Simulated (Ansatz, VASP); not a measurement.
# Be72H143 (V_H1): VASP beside Ansatz

Wanted: the spread between two codes on one cell, functional and k mesh. The cell is taken from a series of runs on this material, whose earlier steps may have relaxed, scaled, displaced or heated it; both programs get it as it stands.

Main program and level: Ansatz 0.2.0; plane waves, with VASP 6.6.1 beside it; single point at PBEsol.

## Step 1: The starting structure

The cell holds 215 atoms: 72 Be and 143 H. Its edges and angles: a = 11.980 Å, b = 12.225 Å, c = 12.225 Å, α = 76.1°, β = 70.9°, γ = 70.9°. It derives from BeH2 (BeH2 (Ibam)). Nearest the centre at fractional (0.610, 0.532, 0.378): Be27 at 1.44 Å, Be37 at 1.50 Å, H146 at 2.07 Å, H174 at 2.16 Å, H136 at 2.33 Å, H155 at 2.37 Å, H126 at 2.39 Å, H173 at 2.47 Å.

## Step 2: Ansatz: single point, PBEsol

Ansatz runs on norm-conserving files, of PseudoDojo where its log says so.

With cell and atoms fixed, the geometry can't cause a difference; cores, projectors, grids and the points listed under the comparison can.

Input file input.yaml:

```yaml
crystal:
  lattice:
    - [11.97997845, 0.0, 0.0]
    - [3.99332615, -8.75735955, 7.53777216]
    - [3.99332615, -8.75735955, -7.53777216]
  atoms:
    - { symbol: Be, position: [0.16700514819, 0.12451228275, 0.37457579674] }
    - { symbol: Be, position: [0.16670226279, 0.37464514943, 0.12502331336] }
    - { symbol: Be, position: [0.26155197052, 0.41575372953, 0.4159683637] }
    - { symbol: Be, position: [0.18317789362, 0.16567581465, 0.16605097378] }
    - { symbol: Be, position: [0.14944525287, 0.33403629358, 0.33401609631] }
    - { symbol: Be, position: [0.07081888741, 0.08409367727, 0.08434349412] }
    - { symbol: H, position: [0.21675128764, 0.37137271667, 0.21788729168] }
    - { symbol: H, position: [0.21620014634, 0.21780088585, 0.37187217124] }
    - { symbol: H, position: [0.05688997996, 0.46772627823, 0.12149610894] }
    - { symbol: H, position: [0.2765953285, 0.37784463626, 0.03191640029] }
    - { symbol: H, position: [0.30691904744, 0.15893901821, 0.16015182884] }
    - { symbol: H, position: [0.14611281225, 0.40960890605, 0.40967084947] }
    - { symbol: H, position: [0.02550705558, 0.34081780056, 0.34016438047] }
    - { symbol: H, position: [0.18630800849, 0.09018045039, 0.09052252757] }
    - { symbol: H, position: [0.0572285534, 0.12041440429, 0.46756009392] }
    - { symbol: H, position: [0.27742858608, 0.03147362754, 0.37705540749] }
    - { symbol: H, position: [0.11645946764, 0.28190734032, 0.12832442068] }
    - { symbol: H, position: [0.11599759552, 0.12836846691, 0.28221302845] }
    - { symbol: Be, position: [0.16620270303, 0.12527928197, 0.87500013562] }
    - { symbol: Be, position: [0.16634044633, 0.37468514868, 0.62516954684] }
    - { symbol: Be, position: [0.26192286104, 0.41611019096, 0.91577125289] }
    - { symbol: Be, position: [0.18298617372, 0.16572451585, 0.6660181917] }
    - { symbol: Be, position: [0.15002125536, 0.33422612887, 0.83371287142] }
    - { symbol: Be, position: [0.07128735325, 0.08349037488, 0.58392118487] }
    - { symbol: H, position: [0.21721560691, 0.37134144789, 0.71748257243] }
    - { symbol: H, position: [0.21657797632, 0.21798014692, 0.87157699613] }
    - { symbol: H, position: [0.05641796398, 0.46768376148, 0.62171481385] }
    - { symbol: H, position: [0.27619829616, 0.37792397252, 0.53205987611] }
    - { symbol: H, position: [0.30670414681, 0.15940199075, 0.65982836924] }
    - { symbol: H, position: [0.146636907, 0.40992944397, 0.909204982] }
    - { symbol: H, position: [0.02641088908, 0.34096589488, 0.83918155663] }
    - { symbol: H, position: [0.18644138842, 0.09015215375, 0.59034511718] }
    - { symbol: H, position: [0.05622895375, 0.12225117996, 0.96816217165] }
    - { symbol: H, position: [0.2761096518, 0.03229916726, 0.87869845097] }
    - { symbol: H, position: [0.11608939278, 0.28193523225, 0.62847829822] }
    - { symbol: H, position: [0.11609066721, 0.12820738274, 0.78225968967] }
    - { symbol: Be, position: [0.16628579046, 0.62506623432, 0.37471013434] }
    - { symbol: Be, position: [0.16668196574, 0.87484265181, 0.12527018937] }
    - { symbol: Be, position: [0.26316335013, 0.91515891066, 0.41599830318] }
    - { symbol: Be, position: [0.18326365575, 0.66579022495, 0.16593391594] }
    - { symbol: Be, position: [0.14990583709, 0.83433693839, 0.33390445149] }
    - { symbol: Be, position: [0.07131936111, 0.5839670527, 0.08389152495] }
    - { symbol: H, position: [0.21713730563, 0.87177963035, 0.2178269568] }
    - { symbol: H, position: [0.21636454071, 0.71790145059, 0.37127068376] }
    - { symbol: H, position: [0.05672017263, 0.96774349081, 0.12161913429] }
    - { symbol: H, position: [0.27660719721, 0.87807685537, 0.03227374152] }
    - { symbol: H, position: [0.30704099651, 0.65925098884, 0.15978156182] }
    - { symbol: H, position: [0.14773808466, 0.90898469601, 0.40974693188] }
    - { symbol: H, position: [0.02587103821, 0.84248214685, 0.33967228083] }
    - { symbol: H, position: [0.1866278234, 0.59034958164, 0.09018657753] }
    - { symbol: H, position: [0.05655259082, 0.62174702725, 0.46792042852] }
    - { symbol: H, position: [0.27619301827, 0.531964889, 0.37814282888] }
    - { symbol: H, position: [0.1163996489, 0.78210514357, 0.1286376271] }
    - { symbol: H, position: [0.116080026, 0.62822841239, 0.28202725952] }
    - { symbol: Be, position: [0.1665257958, 0.62525842772, 0.87477261813] }
    - { symbol: Be, position: [0.16710344728, 0.87453561061, 0.62534223929] }
    - { symbol: Be, position: [0.26187491926, 0.91599715203, 0.91616952158] }
    - { symbol: Be, position: [0.18396729298, 0.66522637379, 0.66627772569] }
    - { symbol: Be, position: [0.14996612966, 0.83406160779, 0.83424369014] }
    - { symbol: Be, position: [0.07114723668, 0.5838323949, 0.5841173696] }
    - { symbol: H, position: [0.21715565619, 0.87141493225, 0.71812987434] }
    - { symbol: H, position: [0.21671299913, 0.71788659867, 0.87195866596] }
    - { symbol: H, position: [0.05690181633, 0.967284343, 0.62206286176] }
[... 32 lines left out ...]
    - { symbol: Be, position: [0.48319791695, 0.33429726312, 0.83351167997] }
    - { symbol: Be, position: [0.4042856864, 0.08371338039, 0.58422898968] }
    - { symbol: H, position: [0.54968985763, 0.37277431253, 0.71713593047] }
    - { symbol: H, position: [0.54998854422, 0.21789574118, 0.87090721538] }
    - { symbol: H, position: [0.39105093662, 0.46763617298, 0.61825876983] }
    - { symbol: H, position: [0.61135662135, 0.37570361502, 0.53099029806] }
    - { symbol: H, position: [0.63962884758, 0.15924625204, 0.66068446655] }
    - { symbol: H, position: [0.48011016656, 0.40958128161, 0.9092983913] }
    - { symbol: H, position: [0.35946626502, 0.34076838495, 0.83972180032] }
    - { symbol: H, position: [0.51958655412, 0.09041486088, 0.59027887932] }
    - { symbol: H, position: [0.38989714897, 0.12151479299, 0.96836563625] }
    - { symbol: H, position: [0.60938034665, 0.03180312687, 0.87927818432] }
    - { symbol: H, position: [0.44926920642, 0.28196850997, 0.6290621475] }
    - { symbol: H, position: [0.44931963397, 0.12755246967, 0.78253764145] }
    - { symbol: Be, position: [0.49366792369, 0.62725065592, 0.3776262857] }
    - { symbol: Be, position: [0.50047680661, 0.87360091902, 0.12631002069] }
    - { symbol: Be, position: [0.59579357552, 0.91525136606, 0.41669336225] }
    - { symbol: Be, position: [0.51749855298, 0.663732164, 0.16720211839] }
    - { symbol: Be, position: [0.4858006607, 0.83134886345, 0.33463885832] }
    - { symbol: Be, position: [0.40464098291, 0.58365097431, 0.08396267499] }
    - { symbol: H, position: [0.55102216421, 0.87133057332, 0.21860266939] }
    - { symbol: H, position: [0.55506200449, 0.71295184367, 0.3684727806] }
    - { symbol: H, position: [0.39061065598, 0.96683502603, 0.12251206494] }
    - { symbol: H, position: [0.61006960922, 0.87657385137, 0.03266077011] }
    - { symbol: H, position: [0.64111990778, 0.6583361247, 0.16017354917] }
    - { symbol: H, position: [0.48115937051, 0.90612164713, 0.41162329788] }
    - { symbol: H, position: [0.3615399388, 0.83748778536, 0.3418719082] }
    - { symbol: H, position: [0.52008757972, 0.59012542172, 0.0899877318] }
    - { symbol: H, position: [0.38199800568, 0.63159694139, 0.46906810479] }
    - { symbol: H, position: [0.44964081488, 0.78054421511, 0.13164444209] }
    - { symbol: H, position: [0.45236443948, 0.62126348719, 0.28258697153] }
    - { symbol: Be, position: [0.49988537777, 0.62478608197, 0.874565584] }
    - { symbol: Be, position: [0.50013494087, 0.8746568186, 0.62561455709] }
    - { symbol: Be, position: [0.59525523893, 0.91539336796, 0.91655743851] }
    - { symbol: Be, position: [0.51647707587, 0.66590366395, 0.66552273288] }
    - { symbol: Be, position: [0.48318002381, 0.83384644202, 0.83432994573] }
    - { symbol: Be, position: [0.4057152781, 0.58400017947, 0.58130967525] }
    - { symbol: H, position: [0.55013434455, 0.87185962321, 0.71834915035] }
    - { symbol: H, position: [0.55017097064, 0.71749206003, 0.87123620276] }
    - { symbol: H, position: [0.39011823525, 0.96747969503, 0.62206466006] }
    - { symbol: H, position: [0.61033041224, 0.87824292766, 0.53285951006] }
    - { symbol: H, position: [0.64009609024, 0.6602460497, 0.65916946839] }
    - { symbol: H, position: [0.47993810636, 0.90882997348, 0.91046042818] }
    - { symbol: H, position: [0.35945435442, 0.84041527048, 0.84038293095] }
    - { symbol: H, position: [0.52076717427, 0.59182839308, 0.58738635913] }
    - { symbol: H, position: [0.39006351674, 0.62148788317, 0.96776098146] }
    - { symbol: H, position: [0.60987751672, 0.53201472649, 0.87839307498] }
    - { symbol: H, position: [0.449329338, 0.78229699953, 0.62899211479] }
    - { symbol: H, position: [0.45019672777, 0.62723439306, 0.78162889828] }
    - { symbol: Be, position: [0.83073829938, 0.12733719324, 0.37530254877] }
    - { symbol: Be, position: [0.83428925418, 0.37538824028, 0.12413177676] }
    - { symbol: Be, position: [0.92853544675, 0.4173537361, 0.41546771066] }
    - { symbol: Be, position: [0.84934575603, 0.16667280166, 0.16616977181] }
    - { symbol: Be, position: [0.81401755175, 0.33987707833, 0.33273473189] }
    - { symbol: Be, position: [0.73771579452, 0.08419814504, 0.08408172456] }
    - { symbol: H, position: [0.88494807302, 0.3724669848, 0.21663774036] }
    - { symbol: H, position: [0.87614194783, 0.22273014539, 0.37407367185] }
    - { symbol: H, position: [0.724592393, 0.46778180855, 0.11882540358] }
    - { symbol: H, position: [0.94437372186, 0.37754645115, 0.03110380879] }
    - { symbol: H, position: [0.97318687073, 0.15925044976, 0.16075679999] }
    - { symbol: H, position: [0.81209127747, 0.41497088729, 0.40793786586] }
    - { symbol: H, position: [0.69004540702, 0.35829386895, 0.33067095676] }
    - { symbol: H, position: [0.85279419657, 0.09075092084, 0.09083046494] }
    - { symbol: H, position: [0.72118503113, 0.12255933812, 0.46836443181] }
    - { symbol: H, position: [0.94120130854, 0.03470834229, 0.37866539665] }
    - { symbol: H, position: [0.78330987987, 0.28295247189, 0.12805050397] }
    - { symbol: H, position: [0.78099152743, 0.13064695388, 0.2823015496] }
    - { symbol: Be, position: [0.83313417202, 0.12539395027, 0.87465905589] }
    - { symbol: Be, position: [0.83278285786, 0.37516948152, 0.62497424496] }
    - { symbol: Be, position: [0.92892879184, 0.41621527859, 0.915304557] }
    - { symbol: Be, position: [0.84961011821, 0.16609561074, 0.66561292155] }
    - { symbol: Be, position: [0.81667288518, 0.33419609967, 0.83375473534] }
    - { symbol: Be, position: [0.73691465616, 0.0842920551, 0.58418290809] }
    - { symbol: H, position: [0.88346233744, 0.37162718983, 0.71745139092] }
    - { symbol: H, position: [0.88362039378, 0.21800060086, 0.87124207597] }
    - { symbol: H, position: [0.72286028825, 0.46823113453, 0.62185056864] }
    - { symbol: H, position: [0.94245713939, 0.37860437624, 0.53177416398] }
    - { symbol: H, position: [0.97348985099, 0.15960717082, 0.65900929446] }
    - { symbol: H, position: [0.81353360085, 0.4098109509, 0.90920113424] }
    - { symbol: H, position: [0.69296045528, 0.34031064245, 0.84014519896] }
    - { symbol: H, position: [0.85238021223, 0.09083391386, 0.5899715432] }
    - { symbol: H, position: [0.72328665689, 0.12211890386, 0.9678474827] }
    - { symbol: H, position: [0.94302414353, 0.03240836963, 0.87820405302] }
    - { symbol: H, position: [0.78274797306, 0.28236835069, 0.62797753534] }
    - { symbol: H, position: [0.78289514561, 0.12852817056, 0.78193731064] }
    - { symbol: Be, position: [0.83330254005, 0.62556896381, 0.37469468707] }
    - { symbol: Be, position: [0.83334034142, 0.87490697213, 0.12508185722] }
    - { symbol: Be, position: [0.92815798993, 0.91771635884, 0.41579629921] }
    - { symbol: Be, position: [0.85020943768, 0.66586227924, 0.16576074443] }
    - { symbol: Be, position: [0.81684369302, 0.83441031287, 0.3341181777] }
    - { symbol: Be, position: [0.73860340539, 0.58403128559, 0.08333034303] }
    - { symbol: H, position: [0.88348239206, 0.8718614913, 0.21779637621] }
    - { symbol: H, position: [0.88362438645, 0.71827655419, 0.37170078747] }
    - { symbol: H, position: [0.7234213704, 0.96790384067, 0.1216591758] }
    - { symbol: H, position: [0.94321905955, 0.87846892422, 0.03212015255] }
    - { symbol: H, position: [0.97383999133, 0.65960309246, 0.15970536568] }
    - { symbol: H, position: [0.81316159994, 0.91050332743, 0.40939102498] }
    - { symbol: H, position: [0.69325930335, 0.83985225823, 0.34075536675] }
    - { symbol: H, position: [0.85379515443, 0.59013853308, 0.09014905975] }
    - { symbol: H, position: [0.72335614585, 0.62169354599, 0.46758839124] }
    - { symbol: H, position: [0.94380237022, 0.53324300823, 0.3783663391] }
    - { symbol: H, position: [0.78321329101, 0.78208129212, 0.12831104897] }
    - { symbol: H, position: [0.78310933412, 0.62837247423, 0.28199121677] }
    - { symbol: Be, position: [0.83336566012, 0.62573488453, 0.87437978538] }
    - { symbol: Be, position: [0.83321835727, 0.8753212352, 0.62493732613] }
    - { symbol: Be, position: [0.92865550038, 0.91617320373, 0.91593686582] }
    - { symbol: Be, position: [0.84993787661, 0.66618301621, 0.66571859232] }
    - { symbol: Be, position: [0.81671048611, 0.83439028473, 0.83385758137] }
    - { symbol: Be, position: [0.73774717571, 0.58432764661, 0.58387111595] }
    - { symbol: H, position: [0.88330772134, 0.87238013022, 0.71766310927] }
    - { symbol: H, position: [0.88409807991, 0.71820448284, 0.87077762922] }
    - { symbol: H, position: [0.72299362624, 0.96790629125, 0.6215862547] }
    - { symbol: H, position: [0.9429829426, 0.87935944305, 0.53185366371] }
    - { symbol: H, position: [0.97362717314, 0.65970423252, 0.6596193898] }
    - { symbol: H, position: [0.81331809021, 0.90975215118, 0.90971301652] }
    - { symbol: H, position: [0.69299958265, 0.84039616346, 0.84031698575] }
    - { symbol: H, position: [0.85306506084, 0.59047170621, 0.59036419333] }
    - { symbol: H, position: [0.72339813233, 0.62319297395, 0.96749137348] }
    - { symbol: H, position: [0.94307780282, 0.53254699386, 0.87808329067] }
    - { symbol: H, position: [0.78335902391, 0.78242171406, 0.62786622924] }
    - { symbol: H, position: [0.78283228167, 0.62887761693, 0.78190898678] }
  symmetry: { detect: false }
basis:
  xc_grid: 2
  ecutwfc: 820
hamiltonian:
  xc: pbesol
  pseudopotentials: { kind: nc }
kpoints:
  mp_grid: { grid: [1, 1, 1] }
magnetization:
  spin_polarized: true
  initial_magnetization: 1
  spin_locking: { lock_magnetization: hard }
scf:
  occupations: { method: fermi_dirac, width: 0.01 }
  max_iter: 120
  lower_state_search: "off"
  n_extra_bands: 63
  convergence: { dr2_threshold: "1.0e-12 eV" }
output:
  orbitals: { bands: [v30, c30], seedname: "../cc1.nc3" }
checkpoint:
  read: "../cc1.nc0.run"
  write: "../cc1.nc3.run"
  compress: false
  write_wavefunctions: false
  write_every: 100000
```

The run is started by

```console
> ansatz run input.yaml --threads 4 --pin off --max-ram 7536MiB --backend cpu --events-out ev --progress --plain --runs-dir out
```

Numbers of over 12 decimals in the logs are rounded to 6 here.

Log:

```text
Warning: basis.ecutwfc = 820 eV is below the records' recommended 1197.300995 eV, and the density's cutoff is lower with it unless basis.ecutrho_ratio is high enough to keep the records' density cutoff: compare with a run at a higher cutoff
Warning: the band count 279 (scf.n_extra_bands) hosts the net moment |M| = 1.0000 μB (N_el = 431) but caps the reachable moment at 2·n_bands − N_el = 127.0000 μB, below the 431 bands that the automatic rule leaves for it — a moment growing past the seed, or the majority channel's smearing tail, pins there with fewer empty majority states than that count leaves; raise or omit scf.n_extra_bands unless the cap is intended
Warning: checkpoint.read: the run can stay near the saved state's solution: 215 site(s) moved relative to the saved geometry (max |Δs| = 8.456e-4 fractional); the SCF starts from the saved state under `checkpoint.density_extrapolation: transplant`, in force with no word given; its orbitals are not used off its sites. A run without `checkpoint.read` takes nothing of the state. A lower free energy from it at the same positions (and U, V and field ramp, if any), with starting moments typed, shows a solution that this start missed, and an equal or higher one rules none out (checkpoint.read, Limitations, in the input reference)
scf.n_extra_bands = 63 over 216 filled bands (N_el = 431.0): the run solves 279 bands
Engine: ansatz 0.2.0, x86_64-unknown-linux-gnu
Pseudopotentials: kind: nc
Pseudopotential: Be, nc, valence charge 4, recommended cutoff 1197.300995 eV (normal), Be.nc.azcp (PseudoDojo's, or run here from an input of PseudoDojo's: the run reads no file of this project's for it)
Pseudopotential: H, nc, valence charge 1, recommended cutoff 979.609905 eV (normal), H.nc.azcp (PseudoDojo's, or run here from an input of PseudoDojo's: the run reads no file of this project's for it)
Functional definition: PBEsol
  exchange = pbesol_x
  correlation = pbesol_c
Crystal: 215 atoms, lattice volume = 1581.620 Å³
Basis set: ecut = 820 eV, 84285 PW (Γ), exchange–correlation on 240×240×240 points (8 copies of the dense FFT grid, shifted against one another)
Bands: 279, of which v1, the nominal top of the filled ones, is band 216 counted from 1 (215 counted from 0)
Symmetry: 1 space group operations
k-points: 1
Non-local potential: Be, projectors of the file, l = 0: 2, l = 1: 2
Non-local potential: H, projectors of the file, l = 0: 2, l = 1: 1
Initial density: read from a saved state, or passed on in memory by an earlier SCF of this step, an earlier step, the calling program or the single point that the run made first, carried with its atoms to this geometry
Starting moments: Σ|m| = 1 μB on 215 of 215 sites; this step starts from the density that it was given
Initial wavefunctions: pseudopotential atomic-orbital guess
Functional: x = pbesol(κ = 0.804, μ = 0.123457), c = pbesol(β = 0.046)
iter 1 solved again at ethr=1.90e-7 eV; its pass at ethr=3.10e-3 eV (dr2=8.20e-4 eV) is discarded
SCF iter   1: F=—  HF=-29428.457889 eV  |F-HF|=—  |Δ(HF+E_count)|=         —  Δρ=2.82e-4 (↑2.82e-4 ↓2.68e-4)  dr2=6.00e-4  dr2_m=3.28e-5  M=1.000 μB ∫|m|=1.068 μB  β_m=0.30  ethr=1.90e-7  ⟨swp⟩=11.5  Hψ=5482  notcnv=0
preconditioner: auto → Resta (q_TF=auto, 2.197 Å⁻¹)  ε∞=4.1  [insulator: Δε(μ)=2.615 eV  Ē_g=8.991 eV  σ=0.010 eV  W_gap=1.00  n_scr=284 (ndim 8)  ℏωp=15.8 eV  f_vac=0.000  D(μ)=0.00/eV (n_scr^D=0)  ε∞_Penn≈4.1]
spin=Collinear: Resta preconditioning applied to the charge; magnetization (m = ρ↑ − ρ↓) channel mixes plain (no charge-response kernel on spin).
SCF iter   2: F=—  HF=-29428.457525 eV  |F-HF|=—  |Δ(HF+E_count)|=   3.64e-4  Δρ=1.98e-4 (↑1.98e-4 ↓1.88e-4)  dr2=3.04e-4  dr2_m=1.74e-5  M=1.000 μB ∫|m|=1.068 μB  β_m=0.65  ethr=1.39e-7  ⟨swp⟩=1.5  Hψ=559  notcnv=0
SCF iter   3: F=—  HF=-29428.457670 eV  |F-HF|=—  |Δ(HF+E_count)|=   1.46e-4  Δρ=5.84e-6 (↑5.84e-6 ↓5.65e-6)  dr2=1.66e-6  dr2_m=5.09e-8  M=1.000 μB ∫|m|=1.068 μB  β_m=0.82  ethr=7.06e-8  ⟨swp⟩=2.5  Hψ=991  notcnv=0
SCF iter   4: F=—  HF=-29428.459372 eV  |F-HF|=—  |Δ(HF+E_count)|=   1.70e-3  Δρ=1.54e-6 (↑1.54e-6 ↓1.39e-6)  dr2=1.65e-7  dr2_m=2.99e-9  M=1.000 μB ∫|m|=1.068 μB  β_m=0.91  ethr=3.85e-10  ⟨swp⟩=2.5  Hψ=989  notcnv=0
SCF iter   5: F=—  HF=-29428.459372 eV  |F-HF|=—  |Δ(HF+E_count)|=   9.70e-8  Δρ=2.90e-7 (↑2.81e-7 ↓2.90e-7)  dr2=8.04e-9  dr2_m=1.48e-10  M=1.000 μB ∫|m|=1.068 μB  β_m=0.96  ethr=3.82e-11  ⟨swp⟩=2.5  Hψ=918  notcnv=0
SCF iter   6: F=—  HF=-29428.459372 eV  |F-HF|=—  |Δ(HF+E_count)|=   7.84e-9  Δρ=6.58e-8 (↑6.52e-8 ↓6.58e-8)  dr2=3.01e-10  dr2_m=8.60e-12  M=1.000 μB ∫|m|=1.068 μB  β_m=0.98  ethr=1.87e-12  ⟨swp⟩=2.5  Hψ=846  notcnv=0
SCF iter   7: F=—  HF=-29428.459372 eV  |F-HF|=—  |Δ(HF+E_count)|=  3.64e-10  Δρ=1.40e-8 (↑1.30e-8 ↓1.40e-8)  dr2=1.29e-11  dr2_m=1.93e-13  M=1.000 μB ∫|m|=1.068 μB  β_m=0.99  ethr=1.00e-12  ⟨swp⟩=2.0  Hψ=560  notcnv=0
[...]
Free energy (F): -29428.459372 eV
Harris-Foulkes:  -29428.459372 eV  (|F-HF|=1.82e-11)
Internal energy: -29428.459372 eV  (E = F + TS)
E sigma→0 (E₀):  -29428.459372 eV
Fermi energy:    2.292726 (↑ 2.867408, ↓ 1.133603) eV
--- Per-component energies (eV) ---
  E_band       = -14885.787131
  E_kinetic    = 19109.476691
  E_local      = -19291.034330  (includes V_loc(G=0)·N_el)
  E_nonlocal   = -20256.707204
  E_hartree    = 6659.245826
  E_xc         = -5975.866696
  E_vxc        = -7766.013942  (∫ρ·V_xc dr)
  E_ewald      = -9673.573659
  E_smearing   = -0.000000  (= −TS)
  E_closure    = -0.000000  (closes the sum)
  Σ components = -29428.459372   (vs F -29428.459372, Δ=0.00e0)
--- Band table (eV) ---
  k-point 0 ↑: bands = [... 212 lower, -0.8088, -0.8066, -0.7605, 1.5618, 4.1730, 4.6308, 4.6676, 4.6684, ... 59 higher]
  k-point 0 ↓: bands = [... 212 lower, -0.8042, -0.8009, -0.7567, 3.0236, 4.1849, 4.6428, 4.6732, 4.6739, ... 59 higher]
```

Reading the cycles: dr2 is the Hartree energy of the density residual (eV), the measure of convergence; HF is the Harris–Foulkes estimate of the energy, which meets the free energy F at convergence.

(Part 1 of 2 ends here.)

[Lines on the potential files, build, host, timing and source positions are cut from VASP's logs without a mark.]

[Logs are printed without paths, hosts, clocks, repeated set-up lines and the standing remarks that a program may print on its own settings, such as how far it seeks lower states.]

[Hosts, paths, dates, database ids (printed as entryN), source tags and the programs' standing remarks are cut or masked in the printed files.]
